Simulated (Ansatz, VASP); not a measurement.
## One calculation of MgRe3, two programs

The input INCAR:

```
SYSTEM = MgRe3
ALGO = Normal
EDIFF = 1E-7
ENCUT = 520
GGA = PE
ISIF = 2
ISMEAR = -1
LASPH = .True.
LCHARG = .False.
LREAL = .False.
LWAVE = .False.
NBANDS = 20
NELM = 60
PREC = Accurate
SIGMA = 0.05
```

File KPOINTS:

```
k-points
0
Gamma
  7 7 7
  0 0 0
```

File POSCAR:

```
MgRe3
1.0
    0.0000000000      3.0509483640      3.0509483640
    3.0509483640      0.0000000000      3.0509483640
    3.0509483640      3.0509483640      0.0000000000
Re Mg
3 1
Direct
    0.7500000000      0.7500000000      0.7500000000
    0.5000000000      0.5000000000      0.5000000000
    0.2500000000      0.2500000000      0.2500000000
    0.0000000000      0.0000000000      0.0000000000
```

Contents of input.yaml:

```yaml
crystal:
  lattice:
    - [0.0, 3.050948364, 3.050948364]
    - [3.050948364, 0.0, 3.050948364]
    - [3.050948364, 3.050948364, 0.0]
  atoms:
    - { symbol: Re, position: [0.75, 0.75, 0.75] }
    - { symbol: Re, position: [0.5, 0.5, 0.5] }
    - { symbol: Re, position: [0.25, 0.25, 0.25] }
    - { symbol: Mg, position: [0.0, 0.0, 0.0] }
hamiltonian:
  xc: pbe
  pseudopotentials: { kind: paw }
kpoints:
  mp_grid: { grid: [7, 7, 7] }
scf:
  occupations: { method: fermi_dirac, width: 0.05 }
output:
  forces: true
  stress: true
  eigenvalues: true
```

Change from the starting cell: volume scaled by 0.94.

Alike in both runs: task single point; functional PBE; k mesh 7 × 7 × 7; occupations fermi-dirac, width 0.05 eV; no spin polarisation.

```csv
,VASP,Ansatz
version,VASP 6.6.1,Ansatz 0.2.0
potentials or method,"VASP PAW PBE potentials, release 64 (Re, Mg)",Ansatz PAW
plane-wave cutoff (eV),520,420
valence electrons in the cell,23,55
```

VASP gave:

* gap on the k mesh at the Fermi level (eV): none
* pressure (GPa): 17.7

Q: What did Ansatz give for the same quantities?

A: gap on the k mesh at the Fermi level (eV): none; pressure (GPa): 18.2.

A gap of «none» marks a metal or a gap that the smearing closes. The two sets of potentials don't hold the same shells in valence.

Spin-orbit coupling is left out, which matters for the levels of Re.
